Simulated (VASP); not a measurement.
An input for Quantum ESPRESSO's pw.x (written as the equivalent of a VASP run, and not itself run):

```
&CONTROL
  calculation = 'scf'
  pseudo_dir = './pseudo'
  outdir = './out'
  tprnfor = .true.
  tstress = .true.
/
&SYSTEM
  ibrav = 0
  nat = 12
  ntyp = 2
  ecutwfc = 84
  occupations = 'smearing'
  smearing = 'gaussian'
  degauss = 0.003675
  input_dft = 'pbesol'
/
&ELECTRONS
  conv_thr = 7.3e-08
  electron_maxstep = 100
/
ATOMIC_SPECIES
  Zr 91.224 Zr.upf
  O 15.999 O.upf
CELL_PARAMETERS angstrom
     5.2020360    0.0000000    0.0000000
     0.0000000    4.9965200    0.0000000
     0.0000000    0.0000000    5.0225530
ATOMIC_POSITIONS crystal
  Zr   0.0302700  0.7335400  0.7490600
  Zr   0.9697300  0.2664600  0.2490600
  Zr   0.4697300  0.7335400  0.2490600
  Zr   0.5302700  0.2664600  0.7490600
  O    0.2298800  0.4633000  0.5008400
  O    0.7701200  0.5367000  0.0008400
  O    0.2701200  0.4633000  0.0008400
  O    0.7298800  0.5367000  0.5008400
  O    0.3650300  0.9326400  0.6061100
  O    0.6349700  0.0673600  0.1061100
  O    0.1349700  0.9326400  0.1061100
  O    0.8650300  0.0673600  0.6061100
K_POINTS automatic
  5 6 5 0 0 0
HUBBARD {ortho-atomic}
U Zr-4d 7
```

### Question
Write the VASP files for the same calculation (PBEsol+U).

### Answer
This is not unique; one that fits is 
INCAR:
```
# general
SYSTEM   = ZrO2
PREC     = Accurate
ENCUT    = 400   # plane-wave cut-off (eV)
LREAL    = .FALSE.
LASPH    = .TRUE.

# electronic loop
EDIFF    = 1E-6   # SCF stop (eV)
NELM     = 100   # most electronic steps
ALGO     = Normal   # blocked Davidson
LMAXMIX  = 4

# smearing
ISMEAR   = 0
SIGMA    = 0.05   # width (eV)

# functional
GGA      = PS   # PBEsol

# DFT+U
LDAU     = .TRUE.
LDAUTYPE = 2   # Dudarev
LDAUL    = 2 -1
LDAUU    = 7.0 0
LDAUJ    = 0 0

# ions
ISIF     = 2

# output
LWAVE    = .FALSE.
LCHARG   = .FALSE.
```

**KPOINTS**
```
Regular mesh
0
Gamma
  5 6 5
0 0 0
```

POSCAR:
```
ZrO2
5.2020360
  1.0000000000   0.0000000000   0.0000000000
  0.0000000000   0.9604931608   0.0000000000
  0.0000000000   0.0000000000   0.9654975475
Zr O
4 8
Cart
  0.0302700000   0.7045601531   0.7232155929
  0.9697300000   0.2559330076   0.2404668192
  0.4697300000   0.7045601531   0.2404668192
  0.5302700000   0.2559330076   0.7232155929
  0.2298800000   0.4449964814   0.4835597917
  0.7701200000   0.5154966794   0.0008110179
  0.2701200000   0.4449964814   0.0008110179
  0.7298800000   0.5154966794   0.4835597917
  0.3650300000   0.8957943414   0.5851977185
  0.6349700000   0.0646988193   0.1024489448
  0.1349700000   0.8957943414   0.1024489448
  0.8650300000   0.0646988193   0.5851977185
```

POTCAR, in this order: Zr_sv O (PBE.64 set). Program: vasp_std.

Limits of the translation: the potentials are each code's own (VASP's PAW set, PseudoDojo norm-conserving files in pw.x), so ENCUT and ecutwfc are chosen apart and not converted; conv_thr bounds pw.x's estimated SCF error, while EDIFF bounds the energy change between steps; the +U projectors differ (PAW spheres against orthogonalised atomic orbitals), so the same U acts differently.

The structure comes from a computed database's ZrO2 entry; how it stands against other phases isn't given here. The cell was not relaxed at this level. The run is one of a series of settings (LDAU = .TRUE., LDAUJ = 0 0, LDAUL = 2 -1, LDAUTYPE = 2, LDAUU = 7.0 0 against the base run), some of them coarse on purpose.
